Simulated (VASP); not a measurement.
Given:

```xyz
63
Lattice="8.4870 0.0000 0.0000 0.0000 8.4870 0.0000 0.0000 0.0000 8.4870" Properties=species:S:1:pos:R:3 pbc="T T T"
Mg     4.2461     8.4840     8.4700
Mg     6.3201     2.1661     0.0023
Mg     6.3734     8.4837     2.1156
Mg     0.0026     8.4834     8.4777
Mg     2.1715     2.1658     0.0021
Mg     6.3199     6.3140     0.0019
Mg     2.1187     8.4835     2.1153
Mg     4.2456     2.0409     2.0778
Mg     6.4449     4.2399     2.0782
Mg     4.2464     8.4837     4.2610
Mg     6.3635     2.1222     4.2498
Mg     6.3626     8.4838     6.3762
Mg     0.0027     4.2402     8.4700
Mg     2.1723     6.3140     0.0018
Mg     0.0028     2.1129     2.1155
Mg     2.0463     4.2403     2.0781
Mg     4.2458     6.4395     2.0781
Mg     0.0027     8.4834     4.2559
Mg     2.1283     2.1221     4.2496
Mg     4.2457     4.2402     4.3002
Mg     6.3639     6.3579     4.2499
Mg     2.1291     8.4836     6.3759
Mg     4.2457     2.1783     6.4318
Mg     6.3073     4.2398     6.4316
Mg     0.0023     6.3674     2.1152
Mg     0.0026     4.2399     4.2610
Mg     2.1280     6.3582     4.2499
Mg     0.0023     2.1236     6.3760
Mg     2.1838     4.2399     6.4312
Mg     4.2460     6.3022     6.4313
Mg     0.0022     6.3567     6.3759
O      6.3620     2.1243     2.1228
O      0.0024     4.2403     2.1453
O      0.0025     2.1207     4.2416
O      2.1298     2.1241     2.1228
O      6.3616     6.3560     2.1228
O      0.0026     8.4836     2.1295
O      4.2461     2.1335     4.2091
O      6.3526     4.2401     4.2094
O      0.0025     6.3594     4.2419
O      6.3587     2.1272     6.3680
O      0.0023     4.2402     6.3500
O      0.0027     2.1081     0.0063
O      2.1301     6.3562     2.1228
O      4.2461     8.4837     2.1453
O      2.1390     4.2402     4.2095
O      4.2461     6.3472     4.2095
O      6.3653     8.4835     4.2419
O      2.1326     2.1271     6.3679
O      4.2456     4.2402     6.2721
O      6.3586     6.3532     6.3682
O      0.0024     8.4837     6.3605
O      4.2455     2.0063     0.0184
O      6.4801     4.2398     0.0183
O      0.0023     6.3726     0.0064
O      2.1267     8.4834     4.2418
O      2.1328     6.3532     6.3677
O      4.2460     8.4841     6.3501
O      2.0120     4.2405     0.0182
O      4.2459     6.4746     0.0181
O      6.3785     8.4840     0.0065
O      2.1132     8.4835     0.0064
N      4.2456     4.2404     2.0487
```
Cell charge +1.

The numbers are results of PBE GGA, VASP's PBE PAW potentials (set 64) (plane waves; VASP), not measurements. Run with PREC = Normal, LREAL = Auto, ISYM = 0, NELECT = 252.0, 400 eV cut-off, 1×1×1 Γ-centred mesh, Gaussian smearing of 0.050 eV, potentials Mg O N. Starting moments (MAGMOM): 63*0.0317. The cell's moment is fixed (NUPDOWN = 2).

At this cut-off the stress carries a Pulay error, which pulls relaxed volumes low. The cell is charged, with a uniform compensating background.  The supercell is sampled at Γ alone, which is coarse: total energies, pressure and levels can be off, energies of defects by several tenths of an eV.

What does the run give for the cell moment, energy per atom (σ→0), pressure?

```json
{
  "cell_moment": "2.00 μB",
  "energy per atom (σ→0)": "-5.923 eV/atom",
  "pressure": "-5.92 GPa"
}
```

Give the moment on each site (PAW-sphere projection).

```json
[
 {"site": "Mg1", "moment (μB)": "0.00"},
 {"site": "Mg2", "moment (μB)": "0.00"},
 {"site": "Mg3", "moment (μB)": "0.00"},
 {"site": "Mg4", "moment (μB)": "0.00"},
 {"site": "Mg5", "moment (μB)": "0.00"},
 {"site": "Mg6", "moment (μB)": "0.00"},
 {"site": "Mg7", "moment (μB)": "0.00"},
 {"site": "Mg8", "moment (μB)": "0.00"},
 {"site": "Mg9", "moment (μB)": "0.00"},
 {"site": "Mg10", "moment (μB)": "0.00"},
 {"site": "Mg11", "moment (μB)": "0.00"},
 {"site": "Mg12", "moment (μB)": "0.00"},
 {"site": "Mg13", "moment (μB)": "0.00"},
 {"site": "Mg14", "moment (μB)": "0.00"},
 {"site": "Mg15", "moment (μB)": "0.00"},
 {"site": "Mg16", "moment (μB)": "0.00"},
 {"site": "Mg17", "moment (μB)": "0.00"},
 {"site": "Mg18", "moment (μB)": "0.00"},
 {"site": "Mg19", "moment (μB)": "0.00"},
 {"site": "Mg20", "moment (μB)": "0.01"},
 {"site": "Mg21", "moment (μB)": "0.00"},
 {"site": "Mg22", "moment (μB)": "0.00"},
 {"site": "Mg23", "moment (μB)": "0.00"},
 {"site": "Mg24", "moment (μB)": "0.00"},
 {"site": "Mg25", "moment (μB)": "0.00"},
 {"site": "Mg26", "moment (μB)": "0.00"},
 {"site": "Mg27", "moment (μB)": "0.00"},
 {"site": "Mg28", "moment (μB)": "0.00"},
 {"site": "Mg29", "moment (μB)": "0.00"},
 {"site": "Mg30", "moment (μB)": "0.00"},
 {"site": "Mg31", "moment (μB)": "0.00"},
 {"site": "O32", "moment (μB)": "0.04"},
 {"site": "O33", "moment (μB)": "-0.02"},
 {"site": "O34", "moment (μB)": "-0.01"},
 {"site": "O35", "moment (μB)": "0.04"},
 {"site": "O36", "moment (μB)": "0.04"},
 {"site": "O37", "moment (μB)": "0.02"},
 {"site": "O38", "moment (μB)": "0.04"},
 {"site": "O39", "moment (μB)": "0.04"},
 {"site": "O40", "moment (μB)": "-0.01"},
 {"site": "O41", "moment (μB)": "-0.01"},
 {"site": "O42", "moment (μB)": "0.03"},
 {"site": "O43", "moment (μB)": "-0.01"},
 {"site": "O44", "moment (μB)": "0.04"},
 {"site": "O45", "moment (μB)": "-0.02"},
 {"site": "O46", "moment (μB)": "0.04"},
 {"site": "O47", "moment (μB)": "0.04"},
 {"site": "O48", "moment (μB)": "-0.01"},
 {"site": "O49", "moment (μB)": "-0.01"},
 {"site": "O50", "moment (μB)": "-0.08"},
 {"site": "O51", "moment (μB)": "-0.01"},
 {"site": "O52", "moment (μB)": "-0.01"},
 {"site": "O53", "moment (μB)": "0.07"},
 {"site": "O54", "moment (μB)": "0.07"},
 {"site": "O55", "moment (μB)": "-0.01"},
 {"site": "O56", "moment (μB)": "-0.01"},
 {"site": "O57", "moment (μB)": "-0.01"},
 {"site": "O58", "moment (μB)": "0.03"},
 {"site": "O59", "moment (μB)": "0.07"},
 {"site": "O60", "moment (μB)": "0.07"},
 {"site": "O61", "moment (μB)": "-0.01"},
 {"site": "O62", "moment (μB)": "-0.01"},
 {"site": "N63", "moment (μB)": "1.08"}
]
```

Only differences to runs with the same potentials and settings are physical.

The cell is a supercell with a defect, built from MgO (rock salt): N_O-vac_Mg, charge +1.
